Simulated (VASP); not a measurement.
# ZnPb (Fm-3m) in VASP: further runs

Runs on ZnPb. Level: PBE. Tasks: single point, relaxation of cell and atoms.

Everything below comes from runs of VASP 6.6.1. Logs are shortened: lines on timing, memory, paths and dates and some standing lists are left out, and cuts for length are marked.

## (1) Starting point

Symmetry: Fm-3m, No. 225, cubic system. Conventional cell: a = 5.907 Å, b = 5.907 Å, c = 5.907 Å, α = 90.00°, β = 90.00°, γ = 90.00°. Around Pb (site symmetry m-3m) lie 6 Zn at 2.95 Å. Zn (site symmetry m-3m) is surrounded by 6 Pb at 2.95 Å.

The cell was built by a generator and needn't be a form met in nature.

## (2) Single point, PBE

Input file INCAR:

```
PREC = Accurate
ENCUT = 520
EDIFF = 1E-6
ISMEAR = -1
SIGMA = 0.0538
LREAL = F
LASPH = T
NELM = 100
ALGO = Normal
ISIF = 2
LWAVE = F
LCHARG = T
GGA = PE
LELF = T
LVHAR = T
NBANDS = 20
```

Input file KPOINTS:

```
Automatic mesh
0
Gamma
  6 6 6
```

Input file POSCAR:

```
ZnPb
1.0
    0.0000000000      2.9535152257      2.9535152257
    2.9535152257      0.0000000000      2.9535152257
    2.9535152257      2.9535152257      0.0000000000
Pb Zn
1 1
Direct
    0.0000000000      0.0000000000      0.0000000000
    0.5000000000      0.5000000000      0.5000000000
```

Potentials or basis: VASP PAW PBE potentials, release 64 (Pb_d, Zn).

Run with:

```sh
$ cat potpaw_PBE.64/Pb_d/POTCAR potpaw_PBE.64/Zn/POTCAR > POTCAR
$ mpirun -np 1 vasp_std > vasp.out
```

OUTCAR:

```text
PREC = Accurate
   ENCUT = 520
   EDIFF = 1E-6
   ISMEAR = -1
   LREAL = F
   LASPH = T
   NELM = 100
   ISIF = 2
   GGA = PE

 ion  position               nearest neighbor table
   1  0.000  0.000  0.000-   2 2.95   2 2.95   2 2.95   2 2.95   2 2.95   2 2.95
   2  0.500  0.500  0.500-   1 2.95   1 2.95   1 2.95   1 2.95   1 2.95   1 2.95

  LATTYP: Found a face centered cubic cell.
 ALAT       =     5.9070304514

  Lattice vectors:

 A1 = (   0.0000000000,   2.9535152257,   2.9535152257)
 A2 = (   2.9535152257,   0.0000000000,   2.9535152257)
 A3 = (   2.9535152257,   2.9535152257,   0.0000000000)

Analysis of symmetry for initial positions (statically):
=====================================================================
 Subroutine PRICEL returns:
 Original cell was already a primitive cell.

 Routine SETGRP: Setting up the symmetry group for a
 face centered cubic supercell.

 Subroutine GETGRP returns: Found 48 space group operations
 (whereof 48 operations were pure point group operations)
 out of a pool of 48 trial point group operations.

The static configuration has the point symmetry O_h .

Analysis of symmetry for dynamics (positions and initial velocities):
=====================================================================
 Subroutine PRICEL returns:
 Original cell was already a primitive cell.

 Routine SETGRP: Setting up the symmetry group for a
 face centered cubic supercell.

 Subroutine GETGRP returns: Found 48 space group operations
 (whereof 48 operations were pure point group operations)
 out of a pool of 48 trial point group operations.

The dynamic configuration has the point symmetry O_h .

 Subroutine INISYM returns: Found 48 space group operations
 (whereof 48 operations are pure point group operations),
 and found     1 'primitive' translations

----------------------------------------------------------------------------------------

                                     Primitive cell

  volume of cell :      51.5285

  direct lattice vectors                    reciprocal lattice vectors
[... 68 lines left out ...]
 SYSTEM =  unknown system
   PREC   = accura    normal or accurate (medium, high low for compatibility)
   ISTART =      0    job   : 0-new  1-cont  2-samecut
   ICHARG =      2    charge: 1-file 2-atom 10-const
   ISPIN  =      1    spin polarized calculation?
   LNONCOLLINEAR =      F non collinear calculations
   LSORBIT =      F    spin-orbit coupling
   LASPH  =      T    aspherical Exc in radial PAW
   ENCUT  =  520.0 eV  38.22 Ry    6.18 a.u.   7.77  7.77  7.77*2*pi/ulx,y,z
   NELM   =    100;   NELMIN=  2; NELMDL= -5     # of ELM steps
   EDIFF  = 0.1E-05   stopping-criterion for ELM
   LREAL  =      F    real-space projection
   EDIFFG = 0.1E-04   stopping-criterion for IOM
   NSW    =      0    number of steps for IOM
   IBRION =     -1    ionic relax: 0-MD 1-quasi-New 2-CG
   NFREE  =      0    steps in history (QN), initial steepest desc. (CG)
   ISIF   =      2    stress and relaxation
   ISYM   =      2    0-nonsym 1-usesym 2-fastsym
   POTIM  = 0.5000    time-step for ionic-motion
   TEBEG  =    0.0;   TEEND  =   0.0 temperature during run
   PSTRESS=    0.0 pullay stress
   NELECT =      26.0000    total number of electrons
   NUPDOWN=      -1.0000    fix difference up-down
   EMIN   =  10.00;   EMAX   =-10.00  energy-range for DOS
   EFERMI =   0.00;   METHOD = LEGACY
   ISMEAR =    -1;   SIGMA  =   0.05  broadening in eV -4-tet -1-fermi 0-gaus
   EFERMI_NEDOS =   21; number of points for ismear=-14 and -15
   IALGO  =     38    algorithm
   IMIX   =      4    mixing-type and parameters
     AMIX     =   0.40;   BMIX     =  1.00
     AMIX_MAG =   1.60;   BMIX_MAG =  1.00
  volume/ion in A,a.u.               =      25.76       173.87
  Fermi-wavevector in a.u.,A,eV,Ry     =   1.303317  2.462912 23.111336  1.698635
  Thomas-Fermi vector in A             =   2.434327
   LORBIT       =      0    0 simple, 1 ext, 2 COOP (PROOUT), +10 PAW based schemes
   GGA     = PE    functional components
   LHFCALC =     F    Hartree Fock is set to
   AEXX    =    0.0000 exact exchange contribution
   IVDW    =     0    specifies the selected vdW correction
   LEPSILON=     F    determine dielectric tensor
   LRPA    =     F    only Hartree local field effects (RPA)
 non-spin polarized calculation
  energy-cutoff  :      520.00
  volume of cell :       51.53
 maximum number of plane-waves:      1411
   NGX = 15   NGY = 15   NGZ = 15

 number of electron      25.9999987 magnetization

 Free energy of the ion-electron system (eV)
  ---------------------------------------------------
  ext. energy  EPLUGINS =         0.00000000
  ---------------------------------------------------
  free energy    TOTEN  =        -4.19935392 eV

  energy without entropy =       -4.18259584  energy(sigma->0) =       -4.19097488

 E-fermi :   4.5131     XC(G=0):  -9.9960

 val. band max:        4.4522057734   @ k =   0.3333   0.3333   0.0000
 cond. band min:       4.6071650999   @ k =   0.3333   0.3333   0.0000
 fundamental gap:      0.1549593265
 Fermi energy:         4.5130858858

 k-point     1 :       0.0000    0.0000    0.0000
  band No.  band energies     occupation
      1     -12.2971      2.00000
      2     -12.2971      2.00000
      3     -12.2680      2.00000
      4     -12.2680      2.00000
      5     -12.2680      2.00000
      6      -6.0593      2.00000
[... 357 lines left out ...]
     19      16.1265      0.00000
     20      17.7819      0.00000

------------------------ aborting loop because EDIFF is reached ----------------------------------------

  FORCE on cell =-STRESS in cart. coord.  units (eV):
  Direction    XX          YY          ZZ          XY          YZ          ZX
  --------------------------------------------------------------------------------------
  -------------------------------------------------------------------------------------
  Total        0.0249224      0.0249224      0.0249224      0.0000000     -0.0000000     -0.0000000
  in kB        0.7749139      0.7749139      0.7749139      0.0000000     -0.0000000     -0.0000000
  external PRESSURE =       0.7749139 kB  Pullay stress =       0.0000000 kB

 VOLUME and BASIS-vectors are now :
 -----------------------------------------------------------------------------
  energy-cutoff  :      520.00
  volume of cell :       51.53
      direct lattice vectors                 reciprocal lattice vectors
     0.000000000  2.953515226  2.953515226    -0.169289799  0.169289799  0.169289799
     2.953515226  0.000000000  2.953515226     0.169289799 -0.169289799  0.169289799
     2.953515226  2.953515226  0.000000000     0.169289799  0.169289799 -0.169289799

 POSITION                                       TOTAL-FORCE (eV/Angst)
 -----------------------------------------------------------------------------------
      0.00000      0.00000      0.00000         0.000000     -0.000000     -0.000000
      2.95352      2.95352      2.95352        -0.000000      0.000000      0.000000
 -----------------------------------------------------------------------------------
    total drift:                                0.000000     -0.000000      0.000000

  FREE ENERGIE OF THE ION-ELECTRON SYSTEM (eV)
  ---------------------------------------------------
  free  energy   TOTEN  =        -4.1993539248 eV

  energy  without entropy=       -4.1825958394  energy(sigma->0) =       -4.19097488
```

stdout:

```text
POSCAR found type information on POSCAR PbZn
 POSCAR found :  2 types and       2 ions
 scaLAPACK will be used
 LDA part: xc-table for (Slater+PW92), standard interpolation
 POSCAR, INCAR and KPOINTS ok, starting setup
 FFT: planning ... GRIDC
 FFT: planning ... GRID_SOFT
 FFT: planning ... GRID
 WAVECAR not read
 entering main loop
```

It took 11 s on 1 thread of AMD EPYC 9R45 (Zen 5), shared host; peak memory 0.14 GiB.

Results:

- Free energy: -4.1994 eV
- Pressure: 0.1 GPa
- Band gap on the k mesh: none (metal or under the smearing width)

Levels at points of the mesh, in eV from the Fermi level:
| k point | band 10 | band 11 | band 12 | band 13 | band 14 | band 15 |
| --- | --- | --- | --- | --- | --- | --- |
| (0.00, 0.00, 0.00) | -7.08 | -7.08 | 1.80 | 2.24 | 2.24 | 2.24 |
| (0.50, 0.00, 0.00) | -7.05 | -7.05 | -5.19 | 2.64 | 2.64 | 3.96 |
| (0.50, 0.50, 0.00) | -7.03 | -6.27 | -3.52 | -1.35 | -0.59 | -0.59 |

Spin-orbit coupling is left out, which matters for the levels of Pb.

## (3) Relaxation of cell and atoms, PBE

This run uses another cell than the first one, of 22.19 Å³/atom, 0.861 times its volume.

Input file INCAR:

```
PREC = Accurate
ENCUT = 600
EDIFF = 1E-7
ISMEAR = -1
SIGMA = 0.0538
LREAL = F
LASPH = T
NELM = 80
ALGO = Normal
ISIF = 3
LWAVE = F
LCHARG = F
GGA = PE
IBRION = 2
NSW = 60
EDIFFG = -0.01
```

Input file KPOINTS:

```
regular mesh
0
Gamma
  6 6 6
```

Input file POSCAR:

```
ZnPb
1.0
    0.0000000000      2.8100830000      2.8100830000
    2.8100830000      0.0000000000      2.8100830000
    2.8100830000      2.8100830000      0.0000000000
Pb Zn
1 1
Direct
    0.0000000000      0.0000000000      0.0000000000
    0.5000000000      0.5000000000      0.5000000000
```

Potentials or basis: VASP PAW PBE potentials, release 64 (Pb_d, Zn).

Run with:

```sh
$ cat potpaw_PBE.64/Pb_d/POTCAR potpaw_PBE.64/Zn/POTCAR > POTCAR
$ mpirun -np 1 vasp_std > vasp.out
```

Run time: 27 s. Hardware: 1 thread of AMD EPYC 9R45 (Zen 5), shared host; peak memory 0.16 GiB.

It converged, with:

| Quantity | Value |
| --- | --- |
| Free energy | -4.1971 eV |
| Relaxed volume | 25.78 Å³/atom |
| Relaxed cell | a = 4.178 Å, b = 4.178 Å, c = 4.178 Å, α = 60.00°, β = 60.00°, γ = 60.00° |
| Space group after relaxing (to 0.05 Å) | Fm-3m (No. 225) |
| Energy gained by relaxing | 79.1 meV/atom |
| Ionic steps | 3 |
| Pressure after relaxing | 0.0 GPa |
| Band gap on the k mesh | none (metal or under the smearing width) |

Step by step:
| step | energy change (eV) | largest force (eV/Å) | pressure (GPa) | volume (Å³) |
| --- | --- | --- | --- | --- |
| 1 | 0.0000 | 0.0000 | 7.88 | 44.38 |
| 2 | -0.1582 | 0.0000 | -0.14 | 51.76 |
| 3 | -0.1583 | 0.0000 | 0.01 | 51.57 |

Final structure:
```
CELL_PARAMETERS angstrom
0.00000 2.95429 2.95429
2.95429 0.00000 2.95429
2.95429 2.95429 0.00000
ATOMIC_POSITIONS crystal
Pb 0.00000 0.00000 0.00000
Zn 0.50000 0.50000 0.50000
```

Levels at points of the mesh, in eV from the Fermi level:
| k point | band 8 | band 9 | band 10 | band 11 | band 12 | band 13 | band 14 | band 15 | band 16 | band 17 |
| --- | --- | --- | --- | --- | --- | --- | --- | --- | --- | --- |
| (0.00, 0.00, 0.00) | -7.09 | -7.09 | -7.08 | -7.08 | 1.79 | 2.23 | 2.23 | 2.23 | 7.84 | 8.07 |
| (0.50, 0.00, 0.00) | -7.20 | -7.19 | -7.05 | -7.05 | -5.19 | 2.64 | 2.64 | 3.96 | 4.28 | 4.28 |
| (0.50, 0.50, 0.00) | -7.06 | -7.03 | -7.03 | -6.27 | -3.51 | -1.35 | -0.59 | -0.59 | 4.52 | 10.97 |

Caveat: the volume moved by over 15 % at a fixed basis, so the end points are rough. Spin-orbit coupling is left out, which matters for the levels of Pb.
